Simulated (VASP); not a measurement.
Level of theory: PBE GGA, VASP's PBE PAW potentials (set 64) (plane waves; VASP).

Input for VASP

**KPOINTS**
```
Automatic mesh
0
Gamma
1 1 1
0 0 0
```

File POSCAR:
```
Mg31FO31
1
    8.4869590160     0.0000000000     0.0000000000
    0.0000000000     8.4869590160    -0.0000000000
   -0.0000000000    -0.0000000000     8.4869590160
Mg O F
31 31 1
Direct
  0.5000000000   0.0000000000   0.0000000000
  0.7490320000   0.2470080000  -0.0049400000
  0.7500000000   0.0000000000   0.2500000000
  0.0000000000   0.0000000000   0.0000000000
  0.2552320000   0.2536070000   0.0057410000
  0.7462650000   0.7469490000   0.0044350000
  0.2500000000   0.0000000000   0.2500000000
  0.4962870000   0.2522290000   0.2524170000
  0.7516400000   0.4995450000   0.2446920000
  0.5000000000   0.0000000000   0.5000000000
  0.7500000000   0.2500000000   0.5000000000
  0.7500000000   0.0000000000   0.7500000000
  0.0000000000   0.5000000000   0.0000000000
  0.2506680000   0.7476560000   0.0055910000
  0.0000000000   0.2500000000   0.2500000000
  0.2498880000   0.5015690000   0.2445130000
  0.5030650000   0.7471770000   0.2452600000
  0.0000000000   0.0000000000   0.5000000000
  0.2500000000   0.2500000000   0.5000000000
  0.5000000000   0.5000000000   0.5000000000
  0.7500000000   0.7500000000   0.5000000000
  0.2500000000   0.0000000000   0.7500000000
  0.5000000000   0.2500000000   0.7500000000
  0.7500000000   0.5000000000   0.7500000000
  0.0000000000   0.7500000000   0.2500000000
  0.0000000000   0.5000000000   0.5000000000
  0.2500000000   0.7500000000   0.5000000000
  0.0000000000   0.2500000000   0.7500000000
  0.2500000000   0.5000000000   0.7500000000
  0.5000000000   0.7500000000   0.7500000000
  0.0000000000   0.7500000000   0.7500000000
  0.7500000000   0.2500000000   0.2500000000
  0.0000000000   0.5000000000   0.2500000000
  0.0000000000   0.2500000000   0.5000000000
  0.2500000000   0.2500000000   0.2500000000
  0.7500000000   0.7500000000   0.2500000000
  0.0000000000   0.0000000000   0.2500000000
  0.5000000000   0.2500000000   0.5000000000
  0.7500000000   0.5000000000   0.5000000000
  0.0000000000   0.7500000000   0.5000000000
  0.7500000000   0.2500000000   0.7500000000
  0.0000000000   0.5000000000   0.7500000000
  0.0000000000   0.2500000000   0.0000000000
  0.2500000000   0.7500000000   0.2500000000
  0.5000000000   0.0000000000   0.2500000000
  0.2500000000   0.5000000000   0.5000000000
  0.5000000000   0.7500000000   0.5000000000
  0.7500000000   0.0000000000   0.5000000000
  0.2500000000   0.2500000000   0.7500000000
  0.5000000000   0.5000000000   0.7500000000
  0.7500000000   0.7500000000   0.7500000000
  0.0000000000   0.0000000000   0.7500000000
  0.5027420000   0.2523920000   0.0026760000
  0.7540750000   0.5017240000  -0.0023430000
  0.0000000000   0.7500000000   0.0000000000
  0.2500000000   0.0000000000   0.5000000000
  0.2500000000   0.7500000000   0.7500000000
  0.5000000000   0.0000000000   0.7500000000
  0.2507650000   0.4946020000   0.0016680000
  0.4990080000   0.7528320000   0.0010010000
  0.7500000000   0.0000000000   0.0000000000
  0.2500000000   0.0000000000   0.0000000000
  0.4960760000   0.5002500000   0.2552910000
```

**INCAR**
```
SYSTEM = Mg31FO31
PREC = Normal
ENCUT = 400
EDIFF = 1E-5
NELM = 100
ALGO = Fast
LREAL = Auto
LASPH = .TRUE.
ISMEAR = 0
SIGMA = 0.05
GGA = PE
LWAVE = .FALSE.
LCHARG = .FALSE.
NELMIN = 4
ISYM = 0
NELECT = 254.0
IBRION = 2
ISIF = 2
NSW = 70
EDIFFG = -0.03
```

POTCAR, in this order: Mg O F (PBE.64 set). Program: vasp_gam.

Output of the run:

File OSZICAR:
```
...
RMM:  12    -0.373715043614E+03    0.14359E+00   -0.18868E-01   321   0.961E-01    0.552E+00
RMM:  13    -0.373725327445E+03   -0.10284E-01   -0.36923E-01   336   0.110E+00    0.485E+00
RMM:  14    -0.373609719461E+03    0.11561E+00   -0.41767E-02   320   0.526E-01    0.230E+00
RMM:  15    -0.373580564849E+03    0.29155E-01   -0.47801E-02   321   0.433E-01    0.163E+00
RMM:  16    -0.373563780909E+03    0.16784E-01   -0.17522E-02   322   0.240E-01    0.133E+00
RMM:  17    -0.373560108462E+03    0.36724E-02   -0.13470E-02   332   0.196E-01    0.893E-01
RMM:  18    -0.373564481731E+03   -0.43733E-02   -0.94875E-03   326   0.230E-01    0.144E+00
RMM:  19    -0.373559399815E+03    0.50819E-02   -0.51767E-03   325   0.148E-01    0.860E-01
RMM:  20    -0.373560332860E+03   -0.93305E-03   -0.16611E-03   320   0.126E-01    0.778E-01
RMM:  21    -0.373558197248E+03    0.21356E-02   -0.80732E-04   317   0.580E-02    0.398E-01
RMM:  22    -0.373558031418E+03    0.16583E-03   -0.42713E-04   315   0.530E-02    0.616E-02
RMM:  23    -0.373558377670E+03   -0.34625E-03   -0.86205E-05   272   0.287E-02    0.513E-02
RMM:  24    -0.373558390919E+03   -0.13248E-04   -0.34216E-05   220   0.120E-02    0.259E-02
RMM:  25    -0.373558398074E+03   -0.71553E-05   -0.81657E-06   196   0.771E-03
   1 F= -.37355840E+03 E0= -.37351591E+03  d E =-.373558E+03
       N       E                     dE             d eps       ncg     rms          rms(c)
DAV:   1    -0.374140675398E+03   -0.58228E+00   -0.12914E+02   328   0.313E+01    0.226E+00
RMM:   2    -0.374405993691E+03   -0.26532E+00   -0.26693E+00   320   0.414E+00    0.493E+00
RMM:   3    -0.374326532814E+03    0.79461E-01   -0.26029E-01   320   0.130E+00    0.299E+00
RMM:   4    -0.374284611296E+03    0.41922E-01   -0.55142E-02   320   0.598E-01    0.149E+00
RMM:   5    -0.374267533881E+03    0.17077E-01   -0.22186E-02   320   0.342E-01    0.116E+00
RMM:   6    -0.374251298329E+03    0.16236E-01   -0.19535E-02   320   0.290E-01    0.759E-01
RMM:   7    -0.374244747414E+03    0.65509E-02   -0.28067E-02   330   0.315E-01    0.532E-01
RMM:   8    -0.374244546060E+03    0.20135E-03   -0.37090E-03   320   0.140E-01    0.481E-01
RMM:   9    -0.374243802294E+03    0.74377E-03   -0.16587E-03   320   0.890E-02    0.347E-01
RMM:  10    -0.374243405560E+03    0.39673E-03   -0.84895E-04   318   0.677E-02    0.129E-01
RMM:  11    -0.374243440528E+03   -0.34968E-04   -0.23036E-04   308   0.382E-02    0.520E-02
RMM:  12    -0.374243426017E+03    0.14511E-04   -0.58033E-05   265   0.171E-02    0.232E-02
RMM:  13    -0.374243427392E+03   -0.13749E-05   -0.24280E-05   220   0.108E-02
   2 F= -.37424343E+03 E0= -.37420332E+03  d E =-.685029E+00
       N       E                     dE             d eps       ncg     rms          rms(c)
DAV:   1    -0.374280961316E+03   -0.37535E-01   -0.14639E+01   376   0.106E+01    0.805E-01
RMM:   2    -0.374311699357E+03   -0.30738E-01   -0.29150E-01   320   0.137E+00    0.163E+00
RMM:   3    -0.374296779695E+03    0.14920E-01   -0.29301E-02   320   0.439E-01    0.977E-01
RMM:   4    -0.374293154983E+03    0.36247E-02   -0.61024E-03   320   0.212E-01    0.421E-01
RMM:   5    -0.374291943607E+03    0.12114E-02   -0.21053E-03   320   0.109E-01    0.293E-01
RMM:   6    -0.374290609714E+03    0.13339E-02   -0.22240E-03   320   0.969E-02    0.165E-01
RMM:   7    -0.374290323548E+03    0.28617E-03   -0.20177E-03   320   0.873E-02    0.176E-01
RMM:   8    -0.374290131942E+03    0.19161E-03   -0.40259E-04   306   0.426E-02    0.104E-01
RMM:   9    -0.374290102195E+03    0.29747E-04   -0.11246E-04   288   0.237E-02    0.611E-02
RMM:  10    -0.374290083095E+03    0.19100E-04   -0.42472E-05   244   0.152E-02    0.146E-02
RMM:  11    -0.374290085794E+03   -0.26987E-05   -0.16171E-05   200   0.916E-03
   3 F= -.37429009E+03 E0= -.37425095E+03  d E =-.731688E+00
       N       E                     dE             d eps       ncg     rms          rms(c)
DAV:   1    -0.374363113316E+03   -0.73030E-01   -0.35858E+01   352   0.158E+01    0.916E-01
RMM:   2    -0.374420826706E+03   -0.57713E-01   -0.64411E-01   320   0.194E+00    0.125E+00
RMM:   3    -0.374415238427E+03    0.55883E-02   -0.49773E-02   320   0.567E-01    0.734E-01
RMM:   4    -0.374410080299E+03    0.51581E-02   -0.87131E-03   320   0.224E-01    0.367E-01
RMM:   5    -0.374407582937E+03    0.24974E-02   -0.36409E-03   320   0.130E-01    0.258E-01
RMM:   6    -0.374406348250E+03    0.12347E-02   -0.63645E-03   322   0.152E-01    0.202E-01
RMM:   7    -0.374405813074E+03    0.53518E-03   -0.11997E-03   320   0.711E-02    0.966E-02
RMM:   8    -0.374405757913E+03    0.55160E-04   -0.20622E-04   299   0.317E-02    0.565E-02
RMM:   9    -0.374405741602E+03    0.16311E-04   -0.13015E-04   286   0.219E-02    0.295E-02
RMM:  10    -0.374405743874E+03   -0.22720E-05   -0.25481E-05   218   0.106E-02
   4 F= -.37440574E+03 E0= -.37436735E+03  d E =-.115658E+00
       N       E                     dE             d eps       ncg     rms          rms(c)
DAV:   1    -0.374409281042E+03   -0.35394E-02   -0.52021E+00   368   0.604E+00    0.332E-01
RMM:   2    -0.374416822980E+03   -0.75419E-02   -0.89481E-02   320   0.738E-01    0.318E-01
RMM:   3    -0.374416158301E+03    0.66468E-03   -0.61382E-03   320   0.203E-01    0.198E-01
RMM:   4    -0.374415537485E+03    0.62082E-03   -0.10006E-03   320   0.744E-02    0.971E-02
RMM:   5    -0.374415221721E+03    0.31576E-03   -0.80154E-04   320   0.584E-02    0.784E-02
RMM:   6    -0.374415139330E+03    0.82391E-04   -0.52405E-04   314   0.446E-02    0.625E-02
RMM:   7    -0.374415098082E+03    0.41248E-04   -0.69174E-05   272   0.183E-02    0.162E-02
RMM:   8    -0.374415099407E+03   -0.13254E-05   -0.15726E-05   206   0.869E-03
   5 F= -.37441510E+03 E0= -.37437672E+03  d E =-.125014E+00
       N       E                     dE             d eps       ncg     rms          rms(c)
DAV:   1    -0.374421556900E+03   -0.64588E-02   -0.33200E+00   360   0.518E+00    0.273E-01
RMM:   2    -0.374427468086E+03   -0.59112E-02   -0.67159E-02   320   0.682E-01    0.205E-01
RMM:   3    -0.374427230337E+03    0.23775E-03   -0.39385E-03   320   0.177E-01    0.157E-01
RMM:   4    -0.374426845126E+03    0.38521E-03   -0.64905E-04   320   0.614E-02    0.716E-02
RMM:   5    -0.374426711713E+03    0.13341E-03   -0.63879E-04   320   0.550E-02    0.724E-02
RMM:   6    -0.374426657907E+03    0.53806E-04   -0.12477E-04   300   0.258E-02    0.202E-02
RMM:   7    -0.374426661528E+03   -0.36208E-05   -0.16687E-05   201   0.100E-02
   6 F= -.37442666E+03 E0= -.37438823E+03  d E =-.115621E-01
       N       E                     dE             d eps       ncg     rms          rms(c)
DAV:   1    -0.374426791606E+03   -0.13370E-03   -0.85892E-01   360   0.263E+00    0.140E-01
RMM:   2    -0.374428337601E+03   -0.15460E-02   -0.17439E-02   320   0.346E-01    0.110E-01
RMM:   3    -0.374428271783E+03    0.65819E-04   -0.10284E-03   320   0.902E-02    0.820E-02
RMM:   4    -0.374428170319E+03    0.10146E-03   -0.16951E-04   314   0.315E-02    0.366E-02
RMM:   5    -0.374428133467E+03    0.36852E-04   -0.17160E-04   308   0.285E-02    0.319E-02
RMM:   6    -0.374428124055E+03    0.94118E-05   -0.29803E-05   226   0.127E-02
   7 F= -.37442812E+03 E0= -.37438967E+03  d E =-.130246E-01
       N       E                     dE             d eps       ncg     rms          rms(c)
DAV:   1    -0.374428673216E+03   -0.53975E-03   -0.31716E-01   352   0.161E+00    0.918E-02
RMM:   2    -0.374429271724E+03   -0.59851E-03   -0.62179E-03   320   0.213E-01    0.119E-01
RMM:   3    -0.374429150456E+03    0.12127E-03   -0.43036E-04   320   0.573E-02    0.451E-02
RMM:   4    -0.374429117612E+03    0.32844E-04   -0.73783E-05   295   0.212E-02    0.228E-02
RMM:   5    -0.374429103191E+03    0.14421E-04   -0.55384E-05   284   0.158E-02    0.239E-02
RMM:   6    -0.374429096783E+03    0.64086E-05   -0.20173E-05   206   0.942E-03
   8 F= -.37442910E+03 E0= -.37439065E+03  d E =-.972727E-03
```

File OUTCAR:
```
------------------------ aborting loop because EDIFF is reached ----------------------------------------
  FORCE on cell =-STRESS in cart. coord.  units (eV):
  Direction    XX          YY          ZZ          XY          YZ          ZX
  --------------------------------------------------------------------------------------
  Total      -24.0037412    -24.0257504    -25.8894913     -0.0147514      0.0017126     -0.0179856
  in kB      -62.9119583    -62.9696427    -67.8543641     -0.0386623      0.0044887     -0.0471388
  external PRESSURE =     -64.5786550 kB  Pullay stress =       0.0000000 kB
  volume of cell :      611.30
      direct lattice vectors                 reciprocal lattice vectors
     8.486959016  0.000000000  0.000000000     0.117827834  0.000000000  0.000000000
     0.000000000  8.486959016  0.000000000     0.000000000  0.117827834  0.000000000
     0.000000000  0.000000000  8.486959016     0.000000000  0.000000000  0.117827834
  FREE ENERGIE OF THE ION-ELECTRON SYSTEM (eV)
  ---------------------------------------------------
  free  energy   TOTEN  =      -374.4290967827 eV

  energy  without entropy=     -374.3522065070  energy(sigma->0) =     -374.39065164

 reached required accuracy - stopping structural energy minimisation
```
(Selected blocks of OUTCAR.)

### CONTCAR
```
Mg31FO31
   1.00000000000000
     8.4869590160000001    0.0000000000000000    0.0000000000000000
     0.0000000000000000    8.4869590160000001    0.0000000000000000
     0.0000000000000000    0.0000000000000000    8.4869590160000001
  Mg              O               F
    31    31     1
Direct
     0.5001398452461708    0.0001163918853090    0.9975058622395017
     0.7442274092141579    0.2559103697283608    0.9997583288391385
     0.7505911013173783    0.0000118059118755    0.2489858958091792
     0.0001590483039645    0.9999398336707167    0.9994007294904477
     0.2564737706841804    0.2561294474240401    0.0002539080740948
     0.7439439765590508    0.7437786610183679    0.9997893696235203
     0.2494209982788420    0.9999204855018957    0.2492754652444542
     0.5001318246561199    0.2433940680093208    0.2448264640401030
     0.7568239813262537    0.4997730700368460    0.2439978372875306
     0.4999791903561804    0.9999262828206733    0.5021721885600360
     0.7491330906489255    0.2509871075346463    0.5001037861036866
     0.7494334637627303    0.9998408067806762    0.7507232996278884
     0.0003168373454039    0.4997787756686924    0.9970940779716287
     0.2561953052843655    0.7438372549522047    0.0002281958561148
     0.0001426076906693    0.2492321435509012    0.2490338115346497
     0.2432030092199990    0.5000064956512993    0.2446590994120087
     0.4999893721234220    0.7566496974590680    0.2444916686703657
     0.9999854663436721    0.9999287102215404    0.5007341708613292
     0.2509748336613929    0.2509776879183437    0.5003278018544279
     0.4999707347729918    0.5001086071207590    0.5062521832428311
     0.7489839277063316    0.7488636978319201    0.4999563292052980
     0.2506815000762727    0.0000032262142691    0.7510555122161263
     0.5001461068256584    0.2556612846620545    0.7571856312226426
     0.7445076853415675    0.4999691016418942    0.7569018056763210
     0.9998711368573658    0.7505772624553734    0.2489877819466789
     0.9999916843110684    0.4999991523383795    0.5019388484317621
     0.2509305143775019    0.7490096521276142    0.5002748223282564
     0.0002437922841257    0.2504309849444901    0.7508566891943044
     0.2557636095809205    0.4999492137407014    0.7572324605703810
     0.4999781259195007    0.7443943014757295    0.7573728842347682
     0.0001045327540578    0.7493819901989556    0.7508937262375412
     0.7473150721134115    0.2528155286016113    0.2494647721195698
     0.0000508325150783    0.4998880734442493    0.2522543767278593
     0.0000868827444496    0.2498958707549112    0.4993789196273769
     0.2528592861822676    0.2527703978817545    0.2497515009267627
     0.7471310463906465    0.7468898831181781    0.2492694223118020
     0.9999396402177364    0.9999224634618390    0.2506754365416106
     0.5000205873552102    0.2515115552060713    0.4963764013943037
     0.7485629028550015    0.4999454980805770    0.4959905646950926
     0.9999378374324499    0.7500072366587212    0.4993181977533404
     0.7493349958614146    0.2507022080795501    0.7501268417983341
     0.0002044374837939    0.4999251565654028    0.7474740591682388
     0.0001879915457281    0.2481084139048449    0.0004663782070959
     0.2527716392676411    0.7472239122881970    0.2496395587564656
     0.5000861029457607    0.0000200199916292    0.2525553899393094
     0.2513790393562444    0.5000564756733470    0.4964015180130756
     0.4999868802678693    0.7485761113313578    0.4962915580676198
     0.7500301611104149    0.9998911864731260    0.4992250644112285
     0.2510171787873737    0.2508015648951157    0.7504496169215406
     0.5001111271988191    0.5000512184568228    0.7392843274318497
     0.7492003472046481    0.7491047928394604    0.7501842133034212
     0.0001248616057908    0.9998889852570756    0.7494297154745564
     0.5003410636493624    0.2364868143487541    0.0021329107118798
     0.7640262379762436    0.4998493257125611    0.0015070079352088
     0.0002141229131930    0.7516951186980768    0.0005240992102002
     0.2499534394538975    0.9999194153781247    0.4995197753172644
     0.2508878122058311    0.7492092543000871    0.7504623821111845
     0.5000337060455896    0.0000770922826182    0.7477398441563629
     0.2365434678380592    0.4998926131486113    0.0020707240797114
     0.5000280147067448    0.7638251238434293    0.0020289044429696
     0.7518378704179978    0.9998771715163963    0.0004533897348506
     0.2484625540361149    0.0002022633460938    0.0007868621360687
     0.4996373774849792    0.5000216839644954    0.2624976309668380
```

At this cut-off the stress carries a Pulay error, which pulls relaxed volumes low. The cell is charged, with a uniform compensating background. The supercell is sampled at Γ alone, which is coarse: total energies, pressure and levels can be off, energies of defects by several tenths of an eV.

The cell is a supercell with a defect, built from MgO (rock salt): F_O-vac_Mg, charge +1. The run is not spin-polarised, so no state with unpaired spins was tried.
